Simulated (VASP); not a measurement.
An input for Ansatz (written as the equivalent of a VASP run, and not itself run):

Ansatz 0.2 input:
```yaml
crystal:
  lattice:
    - [0.0000000, 3.1836931, 3.1836931]
    - [3.1836931, 0.0000000, 3.1836931]
    - [3.1836931, 3.1836931, 0.0000000]
  atoms:
    - { symbol: Ba, position: [0.0000000, 1.0000000, 0.0000000] }
    - { symbol: F, position: [0.2500000, 0.2500000, 0.2500000] }
    - { symbol: F, position: [0.7500000, 0.7500000, 0.7500000] }
kpoints:
  mp_grid: { grid: [6, 6, 6] }
hamiltonian:
  xc: revpbe
  pseudopotentials: { kind: paw }
scf:
  occupations: { method: gaussian, width: 0.05 }
  max_iter: 100
relax:
  max_steps: 60
  f_tol: 0.02
  cell: {}
output: { forces: true, stress: true, eigenvalues: true }
```

Write the VASP files for the same calculation (revPBE).

This is not unique; one that fits is 
POSCAR:
```
BaF2
1
    0.0000000000     3.1836930821     3.1836930821
    3.1836930821    -0.0000000000     3.1836930821
    3.1836930821     3.1836930821    -0.0000000000
Ba F
1 2
Direct
  0.0000000000   1.0000000000   0.0000000000
  0.2500000000   0.2500000000   0.2500000000
  0.7500000000   0.7500000000   0.7500000000
```

INCAR:
```
SYSTEM = BaF2
PREC = Accurate
ENCUT = 520
EDIFF = 1E-6
NELM = 100
ALGO = Normal
LREAL = .FALSE.
LASPH = .TRUE.
ISMEAR = 0
SIGMA = 0.05
GGA = RE
LMAXMIX = 4
LWAVE = .FALSE.
LCHARG = .FALSE.
IBRION = 2
ISIF = 3
NSW = 60
EDIFFG = -0.02
```

**KPOINTS**
```
Automatic
0
G
 6 6 6
```

POTCAR, in this order: Ba_sv F (PBE.64 set). Program: vasp_std.

Limits of the translation: each code has its own PAW files, so the cut-off isn't converted (ENCUT is set for VASP's; basis.ecutwfc is left out, and Ansatz then takes the one that its files recommend); Ansatz stops its SCF on the density residual and VASP on the energy change (EDIFF).

The compound is BaF2 in the fluorite structure. It was relaxed first, which changed the volume by +8 %. The start is the result of an earlier pass.
